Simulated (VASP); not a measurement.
```
Ge
1.0
    0.00000     2.85039     2.85039
    2.85039     0.00000     2.85039
    2.85039     2.85039     0.00000
Ge
2
Cartesian
  0.00000   0.00000   0.00000
  1.42519   1.42519   1.42519
```

Level of theory: PBE GGA, VASP's PBE PAW potentials (set 64) (plane waves; VASP 6.6.1). Run with 520 eV cut-off, 11×11×11 Γ-centred mesh, first-order Methfessel-Paxton smearing of 0.10 eV, potentials Ge_d.

Task: Give the stress tensor in GPa (positive for a compressed cell).

Result: 
```
1.96  0.00  0.00
0.00  1.96  0.00
0.00  0.00  1.96
```
The pressure is its mean diagonal, 1.96 GPa.

The compound is Ge in the diamond structure. This cell is one point of a volume scan, at 0.97 of the reference volume.
